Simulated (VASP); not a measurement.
# BiSbS4 (P1) in VASP: relaxation of cell and atoms with PBE

Aim: the relaxation of cell and atoms of BiSbS4 with PBE.

All numbers are computed with VASP 6.6.1; they aren't measurements. Logs are shortened: lines on timing, memory, paths and dates and some standing lists are left out, and cuts for length are marked.

### Step 1. The crystal as given

The typed cell holds 12 atoms: a = 3.776 Å, b = 7.456 Å, c = 12.632 Å, α = 91.17°, β = 88.10°, γ = 120.24°.

The cell was built by a generator and needn't be a form met in nature.

### Step 2. Relaxation of cell and atoms, PBE

The input, INCAR:

```
PREC     = Normal         # precision mode
ENCUT    = 520            # plane-wave cutoff, eV
EDIFF    = 1E-5           # SCF threshold, eV
ISMEAR   = 0              # smearing method
SIGMA    = 0.15           # smearing width, eV
LREAL    = Auto         
LASPH    = True           # aspherical terms in the spheres
NELM     = 80             # most SCF steps
ALGO     = Fast           # electronic algorithm
ISIF     = 3              # what is computed and relaxed
LWAVE    = False          # write WAVECAR
LCHARG   = False          # write CHGCAR
GGA      = PE             # functional
IBRION   = 2              # ionic algorithm
NSW      = 110            # ionic steps
EDIFFG   = -0.03          # ionic threshold
ISYM     = 0            
KPAR     = 8
```

The input, KPOINTS:

```
regular mesh
0
Gamma
  7 7 2
```

The input, POSCAR:

```
BiSbS4
1.0
    3.7757287000      0.0063534900      0.0618783300
   -3.7647241300      6.4348232100     -0.0757721700
    0.2116590100     -0.0274384700     12.6302359800
Sb Bi S
2 2 8
Direct
    0.0031749700      0.9942933800      0.5033342900
    0.0168454400      0.5117860800      0.4987184000
    0.9949150300      0.0092748000      0.9990832900
    0.0191533300      0.5158000000      0.0011164100
    0.6875161600      0.1720430300      0.6251515300
    0.6499469100      0.6555820300      0.6155010600
    0.6464040200      0.1589537800      0.1286788800
    0.6371952800      0.6485961300      0.1287163500
    0.3486731900      0.3337238200      0.8703015700
    0.3232709900      0.8277256400      0.8672526500
    0.3291522500      0.3275772300      0.3870546000
    0.3264635200      0.8279709500      0.3862854200
```

Potentials or basis: VASP PAW PBE potentials, release 64 (Sb, Bi_d, S).

Run with:

```
cat potpaw_PBE.64/Sb/POTCAR potpaw_PBE.64/Bi_d/POTCAR potpaw_PBE.64/S/POTCAR > POTCAR
mpirun -np 8 vasp_std > vasp.out
```

OUTCAR:

```text
PREC = Normal
   ENCUT = 520
   EDIFF = 1E-5
   ISMEAR = 0
   LREAL = Auto
   LASPH = True
   NELM = 80
   ISIF = 3
   GGA = PE
   IBRION = 2
   NSW = 110
   EDIFFG = -0.03
   ISYM = 0

 ion  position               nearest neighbor table
   1  0.003  0.994  0.503-  12 2.56   6 2.61  11 2.61   5 2.63  12 2.69   5 2.74   2 3.62   2 3.65

   2  0.017  0.512  0.499-  12 2.49   6 2.56   6 2.57  11 2.59  11 2.68   5 2.72   1 3.62   1 3.65

   3  0.995  0.009  0.999-   7 2.63   9 2.65   7 2.72  10 2.76  10 2.79   8 2.85   4 3.67   4 3.73
                             4 3.73   4 3.81
   4  0.019  0.516  0.001-   8 2.62   8 2.62  10 2.63   9 2.76   9 2.78   7 2.81   3 3.67   3 3.73
                             3 3.73   3 3.81
   5  0.688  0.172  0.625-   1 2.63   2 2.72   1 2.74
   6  0.650  0.656  0.616-   2 2.56   2 2.57   1 2.61
   7  0.646  0.159  0.129-   3 2.63   3 2.72   4 2.81
   8  0.637  0.649  0.129-   4 2.62   4 2.62   3 2.85
   9  0.349  0.334  0.870-   3 2.65   4 2.76   4 2.78
  10  0.323  0.828  0.867-   4 2.63   3 2.76   3 2.79
  11  0.329  0.328  0.387-   2 2.59   1 2.61   2 2.68
  12  0.326  0.828  0.386-   2 2.49   1 2.56   1 2.69

IMPORTANT INFORMATION: All symmetrisations will be switched off!
NOSYMM: (Re-)initialisation of all symmetry stuff for point group C_1.

----------------------------------------------------------------------------------------

                                     Primitive cell

  volume of cell :     307.0823

  direct lattice vectors                    reciprocal lattice vectors
     3.775728700  0.006353490  0.061878330     0.264656243  0.154790137 -0.004098868
    -3.764724130  6.434823210 -0.075772170    -0.000266847  0.155252329  0.000341749
     0.211659010 -0.027438470 12.630235980    -0.001298211  0.000173049  0.079197216

  length of vectors
     3.776241056  7.455591119 12.632039159     0.306626343  0.155252935  0.079208044

  position of ions in fractional coordinates (direct lattice)
     0.003174970  0.994293380  0.503334290
     0.016845440  0.511786080  0.498718400
     0.994915030  0.009274800  0.999083290
     0.019153330  0.515800000  0.001116410
     0.687516160  0.172043030  0.625151530
     0.649946910  0.655582030  0.615501060
     0.646404020  0.158953780  0.128678880
     0.637195280  0.648596130  0.128716350
     0.348673190  0.333723820  0.870301570
     0.323270990  0.827725640  0.867252650
     0.329152250  0.327577230  0.387054600
     0.326463520  0.827970950  0.386285420

  ion indices of the primitive-cell ions
   primitive index   ion index
                 1           1
                 2           2
                 3           3
                 4           4
                 5           5
                 6           6
                 7           7
                 8           8
                 9           9
                10          10
                11          11
                12          12

----------------------------------------------------------------------------------------

 KPOINTS: regular mesh

Automatic generation of k-mesh.
 Grid dimensions read from file:
 generate k-points for:    7    7    2

 Generating k-lattice:

  Cartesian coordinates                     Fractional coordinates (reciprocal lattice)
     0.037808035  0.022112877 -0.000585553     0.142857143  0.000000000  0.000000000
    -0.000038121  0.022178904  0.000048821    -0.000000000  0.142857143  0.000000000
    -0.000649105  0.000086525  0.039598608     0.000000000  0.000000000  0.500000000

  Length of vectors
     0.043803763  0.022178991  0.039604022

  Shift w.r.t. Gamma in fractional coordinates (k-lattice)
     0.000000000  0.000000000  0.000000000

 Subroutine IBZKPT returns following result:
 ===========================================

 Found     50 irreducible k-points:

 Following reciprocal coordinates:
            Coordinates               Weight
  0.000000  0.000000  0.000000      1.000000
  0.142857 -0.000000 -0.000000      2.000000
  0.285714  0.000000 -0.000000      2.000000
  0.428571  0.000000 -0.000000      2.000000
  0.000000  0.142857  0.000000      2.000000
  0.142857  0.142857 -0.000000      2.000000
[... 16 lines left out ...]
 -0.428571  0.428571  0.000000      2.000000
 -0.285714  0.428571  0.000000      2.000000
 [... further k-points ...]
   k-points           NKPTS =     50   k-points in BZ     NKDIM =     50   number of bands    NBANDS=     52
   number of dos      NEDOS =    301   number of ions     NIONS =     12
   total plane-waves  NPLWV =  70560
   dimension x,y,z NGX =    24 NGY =   42 NGZ =   70
   dimension x,y,z NGXF=    48 NGYF=   84 NGZF=  140
   ions per type =               2   2   8
   NGX,Y,Z   is equivalent  to a cutoff of  10.57,  9.37,  9.21 a.u.
   NGXF,Y,Z  is equivalent  to a cutoff of  21.13, 18.73, 18.42 a.u.
 SYSTEM =  unknown system
   PREC   = normal    normal or accurate (medium, high low for compatibility)
   ISTART =      0    job   : 0-new  1-cont  2-samecut
   ICHARG =      2    charge: 1-file 2-atom 10-const
   ISPIN  =      1    spin polarized calculation?
   LNONCOLLINEAR =      F non collinear calculations
   LSORBIT =      F    spin-orbit coupling
   LASPH  =      T    aspherical Exc in radial PAW
   ENCUT  =  520.0 eV  38.22 Ry    6.18 a.u.   7.02 13.86 23.49*2*pi/ulx,y,z
   NELM   =     80;   NELMIN=  2; NELMDL= -5     # of ELM steps
   EDIFF  = 0.1E-04   stopping-criterion for ELM
   LREAL  =      T    real-space projection
   EDIFFG = -.3E-01   stopping-criterion for IOM
   NSW    =    110    number of steps for IOM
   IBRION =      2    ionic relax: 0-MD 1-quasi-New 2-CG
   NFREE  =      1    steps in history (QN), initial steepest desc. (CG)
   ISIF   =      3    stress and relaxation
   ISYM   =      0    0-nonsym 1-usesym 2-fastsym
   POTIM  = 0.5000    time-step for ionic-motion
   TEBEG  =    0.0;   TEEND  =   0.0 temperature during run
   PSTRESS=    0.0 pullay stress
   NELECT =      88.0000    total number of electrons
   NUPDOWN=      -1.0000    fix difference up-down
   EMIN   =  10.00;   EMAX   =-10.00  energy-range for DOS
   EFERMI =   0.00;   METHOD = LEGACY
   ISMEAR =     0;   SIGMA  =   0.15  broadening in eV -4-tet -1-fermi 0-gaus
   EFERMI_NEDOS =   21; number of points for ismear=-14 and -15
   IALGO  =     68    algorithm
   IMIX   =      4    mixing-type and parameters
     AMIX     =   0.40;   BMIX     =  1.00
     AMIX_MAG =   1.60;   BMIX_MAG =  1.00
  volume/ion in A,a.u.               =      25.59       172.69
  Fermi-wavevector in a.u.,A,eV,Ry     =   1.079321  2.039622 15.849898  1.164935
  Thomas-Fermi vector in A             =   2.215283
   LORBIT       =      0    0 simple, 1 ext, 2 COOP (PROOUT), +10 PAW based schemes
   GGA     = PE    functional components
   LHFCALC =     F    Hartree Fock is set to
   AEXX    =    0.0000 exact exchange contribution
   IVDW    =     0    specifies the selected vdW correction
   LEPSILON=     F    determine dielectric tensor
   LRPA    =     F    only Hartree local field effects (RPA)
 conjugate gradient relaxation of ions
 non-spin polarized calculation
 RMM-DIIS sequential band-by-band and
 Gauss-broadening in eV      SIGMA  =   0.15
  energy-cutoff  :      520.00
  volume of cell :      307.08
 maximum number of plane-waves:      8305
   NGX = 15   NGY = 27   NGZ = 47

--------------------------------------- Ionic step        1  -------------------------------------------

 number of electron      88.0000011 magnetization

 Free energy of the ion-electron system (eV)
  ---------------------------------------------------
  ext. energy  EPLUGINS =         0.00000000
  ---------------------------------------------------
  free energy    TOTEN  =       -49.23434148 eV

  energy without entropy =      -49.14196961  energy(sigma->0) =      -49.18815554

 E-fermi :   4.5878     XC(G=0):  -9.1219

 val. band max:        4.5712142224   @ k =  -0.4286   0.4286   0.5000
 cond. band min:       4.5883495721   @ k =   0.4286   0.4286  -0.0000
 fundamental gap:      0.0171353496
 Fermi energy:         4.5878255255

 k-point     1 :       0.0000    0.0000    0.0000
  band No.  band energies     occupation
      1     -18.2373      2.00000
      2     -18.1963      2.00000
      3     -18.1798      2.00000
      4     -18.1629      2.00000
      5     -18.1463      2.00000
      6     -18.1390      2.00000
[... 1309 lines left out ...]
     51       8.3050      0.00000
     52       8.8140      0.00000

 [... further k-points ...]

------------------------ aborting loop because EDIFF is reached ----------------------------------------

  FORCE on cell =-STRESS in cart. coord.  units (eV):
  Direction    XX          YY          ZZ          XY          YZ          ZX
  --------------------------------------------------------------------------------------
  -------------------------------------------------------------------------------------
  Total        7.0037497      7.3473653      6.0866431     -1.1860631      0.2761217     -2.9458087
  in kB       36.5414998     38.3342866     31.7565702     -6.1881886      1.4406426    -15.3695194
  external PRESSURE =      35.5441189 kB  Pullay stress =       0.0000000 kB
[... 119 lines left out ...]
  FREE ENERGIE OF THE ION-ELECTRON SYSTEM (eV)
  ---------------------------------------------------
  free  energy   TOTEN  =       -49.5733436311 eV

  energy  without entropy=      -49.4690555739  energy(sigma->0) =      -49.52119960

[... ionic steps 4 to 18 ...]

--------------------------------------- Ionic step       19  -------------------------------------------

 number of electron      87.9999966 magnetization

------------------------ aborting loop because EDIFF is reached ----------------------------------------
[... 87 lines left out ...]
--------------------------------------- Ionic step       21  -------------------------------------------

 number of electron      87.9999960 magnetization

 Free energy of the ion-electron system (eV)
  ---------------------------------------------------
  ext. energy  EPLUGINS =         0.00000000
  ---------------------------------------------------
  free energy    TOTEN  =       -49.68329334 eV

  energy without entropy =      -49.57468075  energy(sigma->0) =      -49.62898705

 E-fermi :   3.9603     XC(G=0):  -8.8965

 val. band max:        3.9583784969   @ k =   0.4286   0.4286  -0.0000
 cond. band min:       3.9612865399   @ k =  -0.0000   0.4286   0.5000
 fundamental gap:      0.0029080429
 Fermi energy:         3.9603157574

 k-point     1 :       0.0000    0.0000    0.0000
  band No.  band energies     occupation
      1     -18.7544      2.00000
      2     -18.7226      2.00000
      3     -18.7201      2.00000
      4     -18.7030      2.00000
      5     -18.6918      2.00000
      6     -18.6759      2.00000
[... 1309 lines left out ...]
     51       7.5885      0.00000
     52       7.7800      0.00000

 [... further k-points ...]

------------------------ aborting loop because EDIFF is reached ----------------------------------------

  FORCE on cell =-STRESS in cart. coord.  units (eV):
  Direction    XX          YY          ZZ          XY          YZ          ZX
  --------------------------------------------------------------------------------------
  -------------------------------------------------------------------------------------
  Total       -0.0698157      0.0536520      0.0972633     -0.0119392     -0.0305762     -0.0124629
  in kB       -0.3461768      0.2660303      0.4822739     -0.0591999     -0.1516101     -0.0617964
  external PRESSURE =       0.1340425 kB  Pullay stress =       0.0000000 kB
[... 27 lines left out ...]
  FREE ENERGIE OF THE ION-ELECTRON SYSTEM (eV)
  ---------------------------------------------------
  free  energy   TOTEN  =       -49.6832933385 eV

  energy  without entropy=      -49.5746807538  energy(sigma->0) =      -49.62898705

 reached required accuracy - stopping structural energy minimisation
```

Wall time 10 min (8 MPI ranks of Intel Xeon Platinum 8559C (Emerald Rapids), shared host); peak memory 0.65 GiB.

What came out:

- Free energy: -49.6833 eV
- Relaxed volume: 26.93 Å³/atom
- Relaxed cell: a = 3.826 Å, b = 7.624 Å, c = 12.818 Å, α = 90.28°, β = 89.14°, γ = 120.21°
- Space group after relaxing (to 0.05 Å): P1 (No. 1)
- Energy gained by relaxing: 37.4 meV/atom
- Ionic steps: 21
- Pressure after relaxing: 0.0 GPa
- Largest force after relaxing: 0.028 eV/Å
- Band gap on the k mesh: none (metal or under the smearing width)

Forces in eV/Å, atoms in the order of the input:
```
Sb   0.003  0.002  0.006
Sb  -0.004 -0.023 -0.015
Bi   0.002 -0.007 -0.001
Bi  -0.004 -0.008 -0.001
S   -0.008 -0.007 -0.019
S   -0.004  0.020  0.019
S    0.001  0.014 -0.006
S   -0.007 -0.010  0.006
S    0.007  0.009  0.002
S    0.005  0.003  0.006
S    0.003  0.008  0.002
S    0.006 -0.002  0.001
```

Step by step:
```csv
step,energy change (eV),largest force (eV/Å),pressure (GPa),volume (Å³)
1,0.0000,1.3688,3.55,307.08
2,-0.2645,0.5903,-2.24,332.96
3,-0.3390,0.4563,-0.64,324.16
4,-0.3933,0.3249,-0.10,321.57
5,-0.4029,0.3569,0.27,319.91
6,-0.4291,0.2379,0.10,320.85
7,-0.4383,0.1667,-0.05,321.63
8,-0.4387,0.1714,-0.08,321.81
9,-0.4439,0.0505,0.02,321.27
10,-0.4439,0.0547,0.02,321.22
11,-0.4438,0.0699,0.03,321.12
12,-0.4439,0.0577,0.05,321.20
13,-0.4452,0.0629,-0.03,321.60
14,-0.4454,0.0681,-0.08,321.80
15,-0.4464,0.0353,0.03,321.36
16,-0.4465,0.0398,0.07,321.19
17,-0.4472,0.0353,0.07,321.61
18,-0.4476,0.0546,0.01,322.23
19,-0.4483,0.0405,0.00,322.64
20,-0.4486,0.0339,-0.04,323.18
21,-0.4490,0.0278,0.01,323.12
```

Final structure:
```xyz
12
Lattice="3.8262 -0.0028 0.0281 -3.8308 6.5916 -0.0173 0.0992 0.0199 12.8180" Properties=species:S:1:pos:R:3 pbc="T T T"
Sb   -3.7666    6.5899    6.4267
Sb   -1.8512    3.2924    6.4310
Bi    0.0770    6.6064   12.8190
Bi    2.0001    3.3100   12.8312
S     1.9686    1.1006    7.9744
S     0.0487    4.3710    7.9582
S     1.8846    1.0825    1.6510
S    -0.0273    4.3876    1.6409
S     0.0956    2.2164   11.1698
S    -1.8237    5.5095   11.1602
S     0.0716    2.1931    4.9307
S    -1.8425    5.4943    4.9241
```

Levels at points of the mesh, in eV from the Fermi level:
```csv
k point,band 42,band 43,band 44,band 45,band 46,band 47
"(0.00, 0.00, 0.00)",-0.75,-0.66,-0.63,-0.49,0.28,1.29
"(0.00, 0.00, 0.50)",-0.73,-0.66,-0.64,-0.17,-0.02,1.31
```

Caveat: spin-orbit coupling is left out, which moves the levels of the heavy elements.
